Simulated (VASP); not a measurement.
Output of a VASP run:

OSZICAR:
```
       N       E                     dE             d eps       ncg     rms          rms(c)
DAV:   1     0.219652500615E+02    0.21965E+02   -0.48763E+03  5340   0.147E+03
DAV:   2    -0.726947157037E+01   -0.29235E+02   -0.28175E+02  5283   0.170E+02
DAV:   3    -0.769240433763E+01   -0.42293E+00   -0.42235E+00  5999   0.269E+01
DAV:   4    -0.769635093816E+01   -0.39466E-02   -0.39461E-02  5898   0.229E+00
DAV:   5    -0.769644504077E+01   -0.94103E-04   -0.94102E-04  6030   0.308E-01    0.110E+01
DAV:   6    -0.689465184699E+01    0.80179E+00   -0.16364E+01  5480   0.681E+01    0.554E+00
DAV:   7    -0.660674375532E+01    0.28791E+00   -0.24683E+00  5523   0.253E+01    0.215E+00
DAV:   8    -0.658487737703E+01    0.21866E-01   -0.24928E-02  7486   0.179E+00    0.930E-01
DAV:   9    -0.658243904907E+01    0.24383E-02   -0.12367E-03  7714   0.325E-01    0.265E-01
DAV:  10    -0.658175608501E+01    0.68296E-03   -0.55574E-04  7423   0.196E-01    0.372E-02
DAV:  11    -0.658175721599E+01   -0.11310E-05   -0.55024E-06  5466   0.324E-02    0.242E-02
DAV:  12    -0.658175788757E+01   -0.67158E-06   -0.51266E-06  4040   0.222E-02
   1 F= -.65817579E+01 E0= -.65818827E+01  d E =-.658176E+01  mag=     0.5695
```

File OUTCAR:
```
------------------------ aborting loop because EDIFF is reached ----------------------------------------
  FORCE on cell =-STRESS in cart. coord.  units (eV):
  Direction    XX          YY          ZZ          XY          YZ          ZX
  --------------------------------------------------------------------------------------
  Total        0.0074863      0.0074863      0.0074863      0.0000000      0.0000000      0.0000000
  in kB        1.1981846      1.1981846      1.1981846      0.0000000      0.0000000      0.0000000
  external PRESSURE =       1.1981846 kB  Pullay stress =       0.0000000 kB
  volume of cell :       10.01
      direct lattice vectors                 reciprocal lattice vectors
     0.000000000  1.710570231  1.710570231    -0.292300188  0.292300188  0.292300188
     1.710570231  0.000000000  1.710570231     0.292300188 -0.292300188  0.292300188
     1.710570231  1.710570231  0.000000000     0.292300188  0.292300188 -0.292300188
 POSITION                                       TOTAL-FORCE (eV/Angst)
 -----------------------------------------------------------------------------------
      0.00000      0.00000      0.00000         0.000000      0.000000      0.000000
 -----------------------------------------------------------------------------------
    total drift:                                0.000000     -0.000000     -0.000000
  FREE ENERGIE OF THE ION-ELECTRON SYSTEM (eV)
  ---------------------------------------------------
  free  energy   TOTEN  =        -6.5817578876 eV

  energy  without entropy=       -6.5821322464  energy(sigma->0) =       -6.58188267

 total charge

# of ion       s       p       d       tot
------------------------------------------
    1        0.536   0.574   8.370   9.480

 magnetization (x)

# of ion       s       p       d       tot
------------------------------------------
    1       -0.005  -0.018   0.592   0.569

 reached required accuracy - stopping structural energy minimisation
```
(Selected blocks of OUTCAR.)

File POSCAR:
```
Ni
1
    0.0000000000     1.7105702309     1.7105702309
    1.7105702309     0.0000000000     1.7105702309
    1.7105702309     1.7105702309     0.0000000000
Ni
1
Direct
  0.0000000000   0.0000000000   0.0000000000
```

Q: Reconstruct the remaining input files.

A: This is not unique; one that fits is the input of the run itself, LDA (Ceperley-Alder, Perdew-Zunger), plane waves, VASP's LDA PAW potentials (set 64).

**KPOINTS**
```
Automatic mesh
0
Gamma
16 16 16
0 0 0
```

INCAR:
```
SYSTEM = Ni
PREC = Accurate; ENCUT = 520; LREAL = .False.
LASPH = .True.
EDIFF = 1E-6; NELM = 100; ALGO = Normal
LMAXMIX = 4
ISMEAR = 1; SIGMA = 0.1
ISPIN = 2; MAGMOM = 0.6
IBRION = 2; NSW = 60; ISIF = 3
EDIFFG = -0.01
LWAVE = .False.; LCHARG = .False.; LORBIT = 10
```

POTCAR, in this order: Ni (LDA.64 set). Program: vasp_std.

The compound is Ni in the fcc structure. It was relaxed first, which changed the volume by -8 %. The start is the result of an earlier pass.
